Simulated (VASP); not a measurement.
# A VASP study of TiO2 (Anatase) (PBE): structure first, properties next

How well does PBE reproduce what experiment finds for TiO2 (Anatase)? The cell is relaxed first, and properties follow on it. The steps: relaxing cell and atoms (PBE), second relaxation, single point with fields (PBE), bands along the symmetry lines (PBE), density of states (PBE), vibrations at Γ (PBE), independent-particle dielectric function (PBE), core levels (PBE) and band structure (HSE06). The start is a cell from a database of measured crystal structures.

Main program and level: VASP 6.6.1; PBE; plane waves and PAW (Ti_sv, O).

Experimental background.

For TiO2, anatase (single crystal, quoted from earlier work), “Preparation of hydrogen, fluorine and chlorine doped and co-doped titanium dioxide photocatalysts: a theoretical and experimental approach” (2021, pmc:7952686) quotes earlier work: lattice constant a (a = b, tetragonal cell) 3.782 Å [literature value quoted in the paper's theory part]; lattice constant c (c, tetragonal cell) 9.502 Å [literature value quoted in the paper's theory part].

### Step 1. The structure

Before any relaxation, the start is as follows. It takes space group I4_1/amd (No. 141, tetragonal). Conventional cell: a = 3.784 Å, b = 3.784 Å, c = 9.515 Å, α = 90.00°, β = 90.00°, γ = 90.00°. Nearest to Ti lie 6 O at 1.93 to 1.98 Å. Nearest to O lie 3 Ti at 1.93 to 1.98 Å. Farther neighbours and most contacts between anions are not listed.

Coordinates:

```xyz
6
Lattice="-1.8921 1.8921 4.7573 1.8921 -1.8921 4.7573 1.8921 1.8921 -4.7573" Properties=species:S:1:pos:R:3 pbc="T T T"
Ti    0.0000    0.0000    0.0000
Ti    0.0000    1.8921    2.3786
O     0.0000    0.0000    1.9800
O     0.0000    1.8921    4.3586
O     0.0000    1.8921    0.3987
O     0.0000    0.0000    7.5346
```

### Step 2. Relaxing cell and atoms (PBE)

The start need not lie at this functional's minimum. ISIF = 3 frees volume, shape and positions, and EDIFFG sets the threshold on forces and stress at which the search stops. PBE, the usual starting point, adds the gradient of the density.

The input, INCAR:

```
SYSTEM = TiO2
PREC = Accurate
ENCUT = 520
EDIFF = 1E-06
NELM = 100
ISMEAR = 0
SIGMA = 0.05
LREAL = .FALSE.
ALGO = Normal
GGA = PE
NBANDS = 30
LASPH = .TRUE.
LORBIT = 11
LWAVE = .FALSE.
LCHARG = .FALSE.
KPAR = 4
IBRION = 2
NSW = 60
ISIF = 3
EDIFFG = -0.01
```

The input, POSCAR:

```
TiO2
1.0
   -1.8921000000      1.8921000000      4.7573000000
    1.8921000000     -1.8921000000      4.7573000000
    1.8921000000      1.8921000000     -4.7573000000
Ti O
2 4
Direct
    0.0000000000      0.0000000000      0.0000000000
    0.7500000000      0.2500000000      0.5000000000
    0.2081000000      0.2081000000      0.0000000000
    0.9581000000      0.4581000000      0.5000000000
    0.5419000000      0.0419000000      0.5000000000
    0.7919000000      0.7919000000      0.0000000000
```

The input, KPOINTS:

```
Automatic mesh
0
Gamma
8 8 8
0 0 0
```

Potentials, in the order of the species: Ti_sv and O (PBE family, release 64).

The run is started by

```
$ mpirun -np 4 vasp_std
```

The log of the run:

```text
[banner, memory and clock lines left out]
running    4 mpi-ranks, on    1 nodes
 distrk:  each k-point on    1 cores,    4 groups
 distr:  one band on    1 cores,    1 groups

 POSCAR found type information on POSCAR TiO
 POSCAR found :  2 types and       6 ions
 LDA part: xc-table for (Slater+PW92), standard interpolation
 POSCAR, INCAR and KPOINTS ok, starting setup
 FFT: planning ... GRIDC
 FFT: planning ... GRID_SOFT
 FFT: planning ... GRID
 WAVECAR not read
 entering main loop
       N       E                     dE             d eps       ncg     rms          rms(c)
DAV:   1     0.679375507628E+03    0.67938E+03   -0.24773E+04  3540   0.186E+03
DAV:   2     0.386066512340E+02   -0.64077E+03   -0.61068E+03  3926   0.551E+02
DAV:   3    -0.658233589143E+02   -0.10443E+03   -0.10207E+03  5148   0.205E+02
DAV:   4    -0.707942834667E+02   -0.49709E+01   -0.49642E+01  5056   0.454E+01
DAV:   5    -0.710139237271E+02   -0.21964E+00   -0.21960E+00  4904   0.754E+00    0.322E+01
DAV:   6    -0.542114787568E+02    0.16802E+02   -0.10391E+02  4588   0.978E+01    0.115E+01
DAV:   7    -0.539739032244E+02    0.23758E+00   -0.15185E+01  4554   0.321E+01    0.855E+00
DAV:   8    -0.538855596181E+02    0.88344E-01   -0.26509E+00  4212   0.163E+01    0.320E+00
DAV:   9    -0.538240507364E+02    0.61509E-01   -0.58019E-01  4990   0.669E+00    0.109E+00
DAV:  10    -0.538301116219E+02   -0.60609E-02   -0.80502E-02  4082   0.226E+00    0.524E-01
DAV:  11    -0.538258202544E+02    0.42914E-02   -0.29352E-02  4600   0.115E+00    0.120E-01
DAV:  12    -0.538258192898E+02    0.96454E-06   -0.30490E-03  4056   0.546E-01    0.815E-02
DAV:  13    -0.538257668368E+02    0.52453E-04   -0.22928E-04  4132   0.166E-01    0.161E-02
DAV:  14    -0.538257757818E+02   -0.89450E-05   -0.55288E-05  4992   0.656E-02    0.161E-02
DAV:  15    -0.538257741648E+02    0.16170E-05   -0.21787E-05  4468   0.433E-02    0.254E-03
DAV:  16    -0.538257741193E+02    0.45468E-07   -0.78021E-07  1956   0.974E-03
   1 F= -.53825774E+02 E0= -.53825774E+02  d E =-.538258E+02
 curvature:   0.00 expect dE= 0.000E+00 dE for cont linesearch  0.000E+00
 trial: gam= 0.00000 g(F)=  0.300E-02 g(S)=  0.153E+00 ort = 0.000E+00 (trialstep = 0.100E+01)
 search vector abs. value=  0.155E+00
 bond charge predicted
       N       E                     dE             d eps       ncg     rms          rms(c)
DAV:   1    -0.549665294548E+02   -0.11408E+01   -0.36950E+01  4772   0.649E+01    0.967E+00
DAV:   2    -0.539849178082E+02    0.98161E+00   -0.43325E+00  4020   0.200E+01    0.395E+00
DAV:   3    -0.538091252203E+02    0.17579E+00   -0.17320E+00  4284   0.773E+00    0.174E+00
DAV:   4    -0.537794195295E+02    0.29706E-01   -0.37791E-01  5132   0.444E+00    0.828E-01
DAV:   5    -0.537881519401E+02   -0.87324E-02   -0.25717E-02  4368   0.123E+00    0.491E-01
DAV:   6    -0.538018039835E+02   -0.13652E-01   -0.25962E-02  5600   0.631E-01    0.337E-01
DAV:   7    -0.538040559826E+02   -0.22520E-02   -0.27032E-03  5004   0.298E-01    0.180E-01
DAV:   8    -0.538043983776E+02   -0.34240E-03   -0.58557E-04  4446   0.199E-01    0.490E-02
DAV:   9    -0.538044748237E+02   -0.76446E-04   -0.20140E-04  4856   0.964E-02    0.157E-02
DAV:  10    -0.538044750629E+02   -0.23915E-06   -0.21568E-05  4318   0.301E-02    0.139E-03
DAV:  11    -0.538044750411E+02    0.21801E-07   -0.15174E-06  2398   0.660E-03
   2 F= -.53804475E+02 E0= -.53804475E+02  d E =0.212991E-01
[... from here on, the cycles between the ionic steps are left out ...]
   3 F= -.53858697E+02 E0= -.53858697E+02  d E =-.329233E-01
   4 F= -.53858692E+02 E0= -.53858692E+02  d E =-.329182E-01
   5 F= -.53859753E+02 E0= -.53859753E+02  d E =-.106114E-02
   6 F= -.53860273E+02 E0= -.53860273E+02  d E =-.158049E-02
   7 F= -.53861044E+02 E0= -.53861044E+02  d E =-.770793E-03
   8 F= -.53862010E+02 E0= -.53862010E+02  d E =-.173734E-02
   9 F= -.53862067E+02 E0= -.53862067E+02  d E =-.567400E-04
 trial-energy change:   -0.000057  1 .order   -0.000062   -0.000797    0.000674
 step:   0.5061(harm=  0.5110)  dis= 0.00152  next Energy=   -53.862223 (dE=-0.213E-03)
 bond charge predicted
       N       E                     dE             d eps       ncg     rms          rms(c)
DAV:   1    -0.538629080370E+02   -0.84183E-03   -0.74040E-02  3540   0.256E+00    0.257E-01
DAV:   2    -0.538624479917E+02    0.46005E-03   -0.48430E-03  4166   0.616E-01    0.122E-01
DAV:   3    -0.538622397228E+02    0.20827E-03   -0.11798E-03  4384   0.226E-01    0.464E-02
DAV:   4    -0.538622189742E+02    0.20749E-04   -0.26531E-04  5330   0.116E-01    0.282E-02
DAV:   5    -0.538622209237E+02   -0.19495E-05   -0.22299E-05  4076   0.413E-02    0.154E-02
DAV:   6    -0.538622249330E+02   -0.40093E-05   -0.16660E-05  6034   0.232E-02    0.766E-03
DAV:   7    -0.538622250390E+02   -0.10600E-06   -0.94219E-07  2036   0.892E-03
  10 F= -.53862225E+02 E0= -.53862225E+02  d E =-.214916E-03
 curvature:  -0.58 expect dE=-0.448E-05 dE for cont linesearch -0.866E-07
 trial: gam= 0.03391 g(F)=  0.365E-05 g(S)=  0.406E-05 ort =-0.169E-04 (trialstep = 0.855E+00)
 search vector abs. value=  0.878E-05
 reached required accuracy - stopping structural energy minimisation
```

The job ended after 8.3 min (4 MPI ranks of AMD EPYC 7R43, shared host; peak memory 1.2 GiB).

The logs omit lines about the potential files and the build; timing stands in the text.

OUTCAR, selected parts (step 2):

```text
ion  position               nearest neighbor table
   1  0.000  0.000  0.000-   5 1.93   4 1.93   5 1.93   4 1.93   3 1.98   6 1.98
   2  0.750  0.250  0.500-   6 1.93   3 1.93   6 1.93   3 1.93   4 1.98   5 1.98
   3  0.208  0.208  0.000-   2 1.93   2 1.93   1 1.98
   4  0.958  0.458  0.500-   1 1.93   1 1.93   2 1.98
   5  0.542  0.042  0.500-   1 1.93   1 1.93   2 1.98
   6  0.792  0.792  0.000-   2 1.93   2 1.93   1 1.98

  LATTYP: Found a body centered tetragonal cell.
 ALAT       =     3.7842000000
 C/A-ratio  =     2.5142962846

 Subroutine GETGRP returns: Found 16 space group operations
 (whereof  8 operations were pure point group operations)

The static configuration has the point symmetry D_2d.
 The point group associated with its full space group is D_4h.

 Found     59 irreducible k-points:

   k-points           NKPTS =     59   k-points in BZ     NKDIM =     59   number of bands    NBANDS=     30

   dimension x,y,z NGX =    42 NGY =   42 NGZ =   42
   dimension x,y,z NGXF=    84 NGYF=   84 NGZF=   84

   ENCUT  =  520.0 eV  38.22 Ry    6.18 a.u.  10.15 10.15 10.15*2*pi/ulx,y,z

   NELECT =      48.0000    total number of electrons

 k-points in reciprocal lattice and weights: Automatic mesh
   0.00000000  0.00000000  0.00000000       0.002
   0.12500000  0.00000000  0.00000000       0.016
   0.25000000  0.00000000  0.00000000       0.016
   0.37500000  0.00000000 -0.00000000       0.016
   0.50000000  0.00000000  0.00000000       0.008
   0.12500000  0.12500000  0.00000000       0.016
   0.25000000  0.12500000 -0.00000000       0.031
   0.37500000  0.12500000  0.00000000       0.031
   0.50000000  0.12500000 -0.00000000       0.031
[...]
-0.37500000 -0.37500000  0.37500000       0.004
   0.50000000  0.50000000  0.50000000       0.002

 average (electrostatic) potential at core
       1 -77.4965       2 -77.4965       3 -70.5561       4 -70.5561       5 -70.5561
       6 -70.5561

 E-fermi :   3.3558

 k-point     1 :       0.0000    0.0000    0.0000
  band No.  band energies     occupation
    ...
     20       2.3249      2.00000
     21       2.3249      2.00000
     22       2.3380      2.00000
     23       2.7066      2.00000
     24       2.7066      2.00000
     25       5.2209      0.00000
     26       5.8845      0.00000
     27       7.0626      0.00000
     28       7.0626      0.00000
     29       7.0729      0.00000
    ...

 k-point     2 :       0.1250    0.0000    0.0000
  band No.  band energies     occupation
    ...
     20       1.9947      2.00000
     21       2.2566      2.00000
     22       2.3565      2.00000
     23       2.4774      2.00000
     24       2.7189      2.00000
     25       5.5563      0.00000
     26       5.9460      0.00000
     27       6.6589      0.00000
     28       6.8076      0.00000
     29       7.0103      0.00000
    ...

 k-point     3 :       0.2500    0.0000    0.0000
  band No.  band energies     occupation
    ...
     20       1.4667      2.00000
     21       1.8506      2.00000
     22       2.3266      2.00000
     23       2.3609      2.00000
     24       2.6480      2.00000
     25       6.0188      0.00000
     26       6.2802      0.00000
     27       6.3564      0.00000
     28       6.6048      0.00000
     29       6.9423      0.00000
    ...

  Total        0.0152457      0.0152457     -0.0063581      0.0000000     -0.0000000      0.0000000
  in kB        0.3479864      0.3479864     -0.1451249      0.0000000     -0.0000000      0.0000000
  external PRESSURE =       0.1836160 kB  Pullay stress =       0.0000000 kB

  energy-cutoff  :      520.00
  volume of cell :       70.19
      direct lattice vectors                 reciprocal lattice vectors
    -1.901519688  1.901519688  4.853280591     0.000000000  0.262947580  0.103023098
     1.901519688 -1.901519688  4.853280591     0.262947580  0.000000000  0.103023098
     1.901519688  1.901519688 -4.853280591     0.262947580  0.262947580  0.000000000

 POSITION                                       TOTAL-FORCE (eV/Angst)
 -----------------------------------------------------------------------------------
      0.00000     -0.00000      0.00000         0.000000      0.000000      0.000000
     -0.00000      1.90152      2.42664         0.000000      0.000000      0.000000
      0.00000      0.00000      2.00489        -0.000000     -0.000000     -0.004348
     -0.00000      1.90152      4.43153        -0.000000     -0.000000     -0.004348
      0.00000      1.90152      0.42175         0.000000      0.000000      0.004348
      0.00000      0.00000      7.70167        -0.000000     -0.000000      0.004348
 -----------------------------------------------------------------------------------
    total drift:                               -0.000000     -0.000000      0.000000

  FREE ENERGIE OF THE ION-ELECTRON SYSTEM (eV)
  ---------------------------------------------------
  free  energy   TOTEN  =       -53.8622250390 eV

  energy  without entropy=      -53.8622250390  energy(sigma->0) =      -53.86222504

 reached required accuracy - stopping structural energy minimisation

 total charge
# of ion       s       p       d       tot
------------------------------------------
    1        2.218   6.282   1.721  10.221
    2        2.218   6.282   1.721  10.221
    3        1.572   3.493   0.000   5.065
    4        1.572   3.493   0.000   5.065
    5        1.572   3.493   0.000   5.065
    6        1.572   3.493   0.000   5.065
--------------------------------------------------
tot         10.724  26.536   3.442  40.702

[... 3 further parts left out ...]
```

The gap is read on the k-mesh alone, so it is an upper bound where the band edges lie off the mesh, and a coarse mesh can show a gap where there is none. The run keeps the 16 symmetry operations of its start, so it cannot find a distortion of lower symmetry.

The steps of the relaxation:

```
step  energy less that of the first step (eV)  largest force (eV/Å)  pressure (GPa)  volume (Å³)
   1                                   0.0000                0.1246            5.88        68.13
   2                                   0.0213                0.3290           -6.65        72.31
   3                                  -0.0329                0.0898            0.02        69.92
   4                                  -0.0329                0.0858            0.11        69.88
   5                                  -0.0340                0.0451            0.10        69.97
   6                                  -0.0345                0.0055            0.03        70.07
   7                                  -0.0353                0.0006           -0.08        70.13
   8                                  -0.0362                0.0184           -0.41        70.31
   9                                  -0.0363                0.0078            0.36        70.09
  10                                  -0.0365                0.0043            0.02        70.19
```

```
conventional cell, symmetrised  before  after  change
                         a (Å)   3.784  3.803  +0.5 %
                         b (Å)   3.784  3.803  +0.5 %
                         c (Å)   9.515  9.707  +2.0 %
              volume (Å³/atom)   11.35  11.70  +3.0 %
```

The atoms that moved most (Å, as changes of fractional coordinates times the final cell):

```
atom     dx     dy      dz  length
  O3  0.000  0.000  -0.015   0.015
  O4  0.000  0.000  -0.015   0.015
  O5  0.000  0.000   0.015   0.015
  O6  0.000  0.000   0.015   0.015
```

The relaxed structure:

```
Ti O
1.0
    -1.90152    1.90152    4.85328
     1.90152   -1.90152    4.85328
     1.90152    1.90152   -4.85328
Ti O
2 4
Cartesian
  0.0000 0.0000 0.0000
  0.0000 1.9015 2.4266
  0.0000 0.0000 2.0049
  0.0000 1.9015 4.4315
  0.0000 1.9015 0.4217
  0.0000 0.0000 7.7017
```

This step gave:

| Quantity | Value |
| --- | --- |
| electrons | 48 |
| bands | 30 |
| irreducible k-points | 59 |
| symmetry operations | 16 |
| free energy (TOTEN) | -53.8622 eV |
| Fermi energy | 3.356 eV |
| pressure | 0.01836 GPa |
| metallic, judged on the points sampled | no |
| valence top at k | -0.375, 0.375, 0 |
| conduction bottom at k | 0, 0, 0 |
| least direct gap at k | -0.25, -0.25, 0.25 |
| SCF cycles over all ionic steps | 86 |
| gap on the k-mesh | 2.126 eV |
| least direct gap on the k-mesh | 2.403 eV |

It ends with a largest force of 0.004 eV/Å and a pressure of 0.02 GPa. The volume lies +3.0 % from that of the database's start.

(Part 1 of 4 ends here.)

[Lines on the potential files, build, host, timing and source positions are cut from VASP's logs without a mark.]

[Logs are printed without paths, hosts, clocks, repeated set-up lines and the standing remarks that a program may print on its own settings, such as how far it seeks lower states.]

[Hosts, paths, dates, database ids (printed as entryN), source tags and the programs' standing remarks are cut or masked in the printed files.]

[A measured line is paired with the nearest computed mode of its activity, which favours agreement.]

[In band tables of VASP the shares of atoms and orbitals are scaled to a sum of 1 inside the atoms' spheres.]
